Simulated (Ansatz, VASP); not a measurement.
# VGe2P4 (VGe2P4 monolayer) in two plane-wave programs, part 2 of 2

Wanted: the spread between two codes on one cell, functional and k mesh. The structure shown is the start of the Ansatz relaxation below; VASP solves that cell, so the two are compared at the walk's first step.

VASP 6.6.1 and Ansatz 0.2.0.

So far: Starting point; Ansatz: relaxation, PBE with D3(BJ).

### Step 3. VASP: single point, PBE with D3(BJ), start cell

Level of this step: PBE with D3(BJ), spin-polarised from a ferromagnetic start; plane waves and PAW (P, Ge_d, V_sv) (VASP).

The same cell, functional, mesh and smearing now go to VASP, with its own data sets.

Lines of VASP's logs that name or quote its potential files are left out, and so is its time.

Input file INCAR:

```
SYSTEM = VGe2P4
PREC = Accurate
ENCUT = 410
EDIFF = 1E-06
NELM = 200
ISMEAR = -1
SIGMA = 0.05
LREAL = .FALSE.
ALGO = Normal
GGA = PE
IVDW = 12
NBANDS = 42
ISPIN = 2
MAGMOM = 0 -0.03 -0.03 0 0.01 0.01 0.64
LASPH = .TRUE.
LMAXMIX = 4
LORBIT = 11
LWAVE = .FALSE.
LCHARG = .FALSE.
ISIF = 2
LDIPOL = .TRUE.
IDIPOL = 3
DIPOL = 0.5 0.5 0.5
LVHAR = .TRUE.
GGA_COMPAT = .FALSE.
NELMDL = -8
KPAR = 2
```

Input file POSCAR:

```
VGe2P4
1.0
    3.5800000000      0.0000000000      0.0000000000
   -1.7900000000      3.1003710000      0.0000000000
    0.0000000000      0.0000000000     47.9513050000
P Ge V
4 2 1
Direct
    0.0000000000      0.0000000000      0.4118761731
    0.3333333333      0.6666666667      0.4734713477
    0.3333333333      0.6666666667      0.5265286523
    0.0000000000      0.0000000000      0.5881238269
    0.3333333333      0.6666666667      0.4275914701
    0.3333333333      0.6666666667      0.5724085299
    0.0000000000      0.0000000000      0.4999999896
```

Input file KPOINTS:

```
Automatic mesh
0
Gamma
12 12 1
0 0 0
```

PAW data sets: P, Ge_d and V_sv (PBE family, release 64).

Started as:

```sh
$ mpirun -np 2 vasp_std
```

Numbers of over 12 decimals in the logs are rounded to 6 here.

Output:

```text
[banner, memory and clock lines left out]
running    2 mpi-ranks, on    1 nodes
 distrk:  each k-point on    1 cores,    2 groups
 distr:  one band on    1 cores,    1 groups

 POSCAR found type information on POSCAR P GeV
 POSCAR found :  3 types and       7 ions
 LDA part: xc-table for (Slater+PW92), standard interpolation
 POSCAR, INCAR and KPOINTS ok, starting setup
 FFT: planning ... GRIDC
 FFT: planning ... GRID_SOFT
 FFT: planning ... GRID
 WAVECAR not read
 entering main loop
       N       E                     dE             d eps       ncg     rms          rms(c)
DAV:   1     0.507793836123E+03    0.50779E+03   -0.25968E+04  3954   0.128E+03
DAV:   2     0.212717139567E+02   -0.48652E+03   -0.46855E+03  3832   0.340E+02
DAV:   3    -0.402558312028E+02   -0.61528E+02   -0.60455E+02  4574   0.132E+02
DAV:   4    -0.429330261416E+02   -0.26772E+01   -0.26609E+01  3932   0.328E+01
DAV:   5    -0.430418556564E+02   -0.10883E+00   -0.10877E+00  5006   0.576E+00
DAV:   6    -0.430434513166E+02   -0.15957E-02   -0.15954E-02  4608   0.613E-01
DAV:   7    -0.430435323845E+02   -0.81068E-04   -0.81066E-04  5088   0.125E-01
DAV:   8    -0.430435355917E+02   -0.32071E-05   -0.32073E-05  4536   0.222E-02    0.228E+01
DAV:   9    -0.477976016129E+02   -0.47541E+01   -0.51185E+01  3720   0.325E+01    0.332E+01
DAV:  10    -0.431567791809E+02    0.46408E+01   -0.13161E+02  4064   0.586E+01    0.170E+01
DAV:  11    -0.396929731227E+02    0.34638E+01   -0.87202E+00  3922   0.138E+01    0.770E+00
DAV:  12    -0.391163361634E+02    0.57664E+00   -0.11429E+00  3592   0.587E+00    0.349E+00
DAV:  13    -0.390214285567E+02    0.94908E-01   -0.32274E-01  4140   0.244E+00    0.208E+00
DAV:  14    -0.389732572593E+02    0.48171E-01   -0.17336E-01  3728   0.225E+00    0.123E+00
[...]
DAV:  40    -0.391145595958E+02   -0.57648E-04   -0.18912E-07  2432   0.140E-03    0.203E-03
DAV:  41    -0.391145877610E+02   -0.28165E-04   -0.13989E-07  2604   0.138E-03    0.581E-04
DAV:  42    -0.391146119820E+02   -0.24221E-04   -0.12059E-07  2522   0.802E-04    0.631E-04
DAV:  43    -0.391146237981E+02   -0.11816E-04   -0.44300E-08  2468   0.634E-04    0.520E-04
DAV:  44    -0.391146292609E+02   -0.54628E-05   -0.24475E-08  2232   0.561E-04    0.143E-04
DAV:  45    -0.391146314825E+02   -0.22216E-05   -0.11660E-08  2060   0.342E-04    0.130E-04
DAV:  46    -0.391146328138E+02   -0.13314E-05   -0.10987E-08  2158   0.309E-04    0.213E-04
DAV:  47    -0.391146335904E+02   -0.77656E-06   -0.83622E-09  2164   0.303E-04
   1 F= -.41511278E+02 E0= -.41504350E+02  d E =-.138555E-01  mag=     0.8632
```

From OUTCAR (step 3):

```text
ion  position               nearest neighbor table
   1  0.000  0.000  0.412-   5 2.20   5 2.20   5 2.20
   2  0.333  0.667  0.473-   5 2.20   7 2.43   7 2.43   7 2.43   3 2.54
   3  0.333  0.667  0.527-   6 2.20   7 2.43   7 2.43   7 2.43   2 2.54
   4  0.000  0.000  0.588-   6 2.20   6 2.20   6 2.20
   5  0.333  0.667  0.428-   1 2.20   1 2.20   1 2.20   2 2.20
   6  0.333  0.667  0.572-   4 2.20   4 2.20   4 2.20   3 2.20
   7  0.000  0.000  0.500-   2 2.43   2 2.43   2 2.43   3 2.43   3 2.43   3 2.43

  LATTYP: Found a hexagonal cell.
 ALAT       =     3.5800000000
 C/A-ratio  =    13.3942192737

 Subroutine GETGRP returns: Found 12 space group operations
 (whereof 12 operations were pure point group operations)

The static configuration has the point symmetry D_3h.

 Found     19 irreducible k-points:

   k-points           NKPTS =     19   k-points in BZ     NKDIM =     19   number of bands    NBANDS=     42

   dimension x,y,z NGX =    24 NGY =   24 NGZ =  320
   dimension x,y,z NGXF=    48 NGYF=   48 NGZF=  640

   ENCUT  =  410.0 eV  30.13 Ry    5.49 a.u.   5.91  5.91 79.17*2*pi/ulx,y,z

   NELECT =      61.0000    total number of electrons

 k-points in reciprocal lattice and weights: Automatic mesh
   0.00000000  0.00000000  0.00000000       0.007
   0.08333333 -0.00000000  0.00000000       0.042
   0.16666667 -0.00000000  0.00000000       0.042
   0.25000000  0.00000000  0.00000000       0.042
   0.33333333 -0.00000000  0.00000000       0.042
   0.41666667 -0.00000000  0.00000000       0.042
   0.50000000  0.00000000  0.00000000       0.021
   0.08333333  0.08333333  0.00000000       0.042
   0.16666667  0.08333333  0.00000000       0.083
[...]
0.33333333  0.25000000  0.00000000       0.083
   0.33333333  0.33333333  0.00000000       0.014

 dipolmoment           0.000000      0.000000      0.000004 electrons x Angstroem

 average (electrostatic) potential at core
       1 -91.1781       2 -90.5199       3 -90.5198       4 -91.1780       5 -82.2745
       6 -82.2744       7 -82.8874

 E-fermi :  -2.3641

 spin component 1
 k-point     1 :       0.0000    0.0000    0.0000
  band No.  band energies     occupation
    ...
     26      -4.4360      1.00000
     27      -4.4360      1.00000
     28      -3.2255      1.00000
     29      -3.2255      1.00000
     30      -2.5273      0.96317
     31      -2.3427      0.39483
     32      -0.8790      0.00000
     33      -0.8538      0.00000
     34      -0.2890      0.00000
     35      -0.2890      0.00000
    ...

 k-point     2 :       0.0833   -0.0000    0.0000
  band No.  band energies     occupation
    ...
     26      -4.7156      1.00000
     27      -4.5390      1.00000
     28      -3.3442      1.00000
     29      -3.3095      1.00000
     30      -2.4432      0.82971
     31      -2.2703      0.13300
     32      -0.6216      0.00000
     33      -0.6012      0.00000
     34      -0.1006      0.00000
     35      -0.0871      0.00000
    ...

 k-point     3 :       0.1667   -0.0000    0.0000
  band No.  band energies     occupation
    ...
     27      -4.5533      1.00000
     28      -3.6329      1.00000
     29      -3.5201      1.00000
     30      -2.6493      0.99668
     31      -2.4756      0.90300
     32      -0.8504      0.00000
     33      -0.7844      0.00000
     34      -0.1715      0.00000
     35      -0.0355      0.00000
     36       0.3082      0.00000
    ...

 k-point     4 :       0.2500    0.0000    0.0000
  band No.  band energies     occupation
    ...
     27      -4.3617      1.00000
     28      -4.0939      1.00000
     29      -3.7731      1.00000
     30      -2.9931      1.00000
     31      -2.8111      0.99987
     32      -1.2308      0.00000
     33      -1.0445      0.00000
     34      -0.5914      0.00000
     35      -0.5788      0.00000
     36       0.3043      0.00000
    ...

 k-point     5 :       0.3333   -0.0000    0.0000
  band No.  band energies     occupation
    ...
     27      -4.2537      1.00000
     28      -4.0962      1.00000
     29      -3.9969      1.00000
     30      -3.2982      1.00000
     31      -3.0099      1.00000
     32      -1.5916      0.00000
     33      -1.3725      0.00000
     34      -1.0879      0.00000
     35      -1.0200      0.00000
     36       0.3691      0.00000
    ...

 k-point     6 :       0.4167   -0.0000    0.0000
  band No.  band energies     occupation
    ...
     27      -4.2098      1.00000
     28      -4.1465      1.00000
     29      -3.8535      1.00000
     30      -3.5703      1.00000
     31      -3.0803      1.00000
     32      -1.7716      0.00001
     33      -1.6205      0.00000
     34      -1.4794      0.00000
     35      -1.3646      0.00000
     36       0.3577      0.00000
    ...

 Edisp (eV)   -2.39664

  Total       3.59045     3.59045    14.75901     0.00000     0.00000     0.00000
  in kB      10.80844    10.80844    44.42943     0.00000     0.00000     0.00000
  external pressure =       22.02 kB  Pullay stress =        0.00 kB

  energy-cutoff  :      410.00
  volume of cell :      532.23
      direct lattice vectors                 reciprocal lattice vectors
     3.580000000  0.000000000  0.000000000     0.279329609  0.161271022  0.000000000
    -1.790000000  3.100371000  0.000000000     0.000000000  0.322542044  0.000000000
     0.000000000  0.000000000 47.951305000     0.000000000  0.000000000  0.020854490

 POSITION                                       TOTAL-FORCE (eV/Angst)
 -----------------------------------------------------------------------------------
      0.00000      0.00000     19.75000         0.000000     -0.000000     -3.141523
     -0.00000      2.06691     22.70357        -0.000000      0.000000      1.434712
     -0.00000      2.06691     25.24774        -0.000000     -0.000000     -1.434712
      0.00000      0.00000     28.20131         0.000000     -0.000000      3.141523
     -0.00000      2.06691     20.50357        -0.000000      0.000000      1.142061
     -0.00000      2.06691     27.44774        -0.000000      0.000000     -1.142061
      0.00000      0.00000     23.97565         0.000000      0.000000      0.000000
 -----------------------------------------------------------------------------------
    total drift:                               -0.000000     -0.000001      0.001354

  FREE ENERGIE OF THE ION-ELECTRON SYSTEM (eV)
  ---------------------------------------------------
  free  energy   TOTEN  =       -41.5112776337 eV

  energy  without entropy=      -41.4974220955  energy(sigma->0) =      -41.50434986

 vacuum level on the upper side and lower side of the slab         2.824         2.824

 total charge
# of ion       s       p       d       tot
------------------------------------------
    1        1.042   1.562   0.000   2.605
    2        1.041   1.513   0.000   2.554
    3        1.041   1.513   0.000   2.554
    4        1.042   1.562   0.000   2.605
    5        1.106   1.441  10.146  12.693
    6        1.106   1.441  10.146  12.693
    7        2.247   6.213   3.066  11.525
--------------------------------------------------
tot          8.625  15.247  23.357  47.229

 magnetization (x)
# of ion       s       p       d       tot
------------------------------------------
    1        0.000   0.001   0.000   0.002
    2       -0.006  -0.038   0.000  -0.044
    3       -0.006  -0.038   0.000  -0.044
    4        0.000   0.001   0.000   0.002
    5        0.003   0.006   0.000   0.009
    6        0.003   0.006   0.000   0.009
    7        0.011   0.007   0.770   0.788
--------------------------------------------------
tot          0.005  -0.055   0.770   0.720

[... 6 further parts left out ...]
```

The cell holds one magnetic atom, so no antiferromagnetic order fits into it.

### Step 4. Comparison

Known differences besides the potentials themselves: VASP starts from the moments at which Ansatz ended; Ansatz cuts the interaction across the vacuum, VASP repeats the sheet with a dipole correction; the cutoff is 420 eV in Ansatz and 410 eV in VASP. Total energies have different zeros and are not compared.

Forces (eV/Å; atoms numbered as in POSCAR):

```csv
atom,"Ansatz x, y, z","VASP x, y, z"
P1,"0.000, 0.000, -3.160","0.000, 0.000, -3.142"
P2,"0.000, 0.000, 1.476","0.000, 0.000, 1.435"
P3,"0.000, 0.000, -1.476","0.000, 0.000, -1.435"
P4,"0.000, 0.000, 3.160","0.000, 0.000, 3.142"
Ge5,"0.000, 0.000, 1.120","0.000, 0.000, 1.142"
Ge6,"0.000, 0.000, -1.120","0.000, 0.000, -1.142"
V7,"0.000, 0.000, 0.000","0.000, 0.000, 0.000"
```

The forces differ by 16 meV/Å r.m.s., which is 1.4 % of the r.m.s. force of 1.123 eV/Å (both taken over all components). Moments aren't recorded for both runs of this pair, so they may hold unlike magnetic states. With vacuum in the cell, a pressure given here is an average over mostly empty space and none of the material.

### Step 5. Summary of results

```json
{
  "r.m.s. force difference (single point, PBE with D3(BJ), start cell)": "1.4 % of the r.m.s. force"
}
```

The r.m.s. force difference is 1.4 % of the r.m.s. force (single point, PBE with D3(BJ), start cell), within the 3 % picked in this series as the mark of a large difference. 1 further run of this series is not shown here. Such differences can come from data sets, numerical settings and the points named under the comparisons, not from the functional's error against experiment.

[Lines on the potential files, build, host, timing and source positions are cut from VASP's logs without a mark.]

[Logs are printed without paths, hosts, clocks, repeated set-up lines and the standing remarks that a program may print on its own settings, such as how far it seeks lower states.]

[Hosts, paths, dates, database ids (printed as entryN), source tags and the programs' standing remarks are cut or masked in the printed files.]
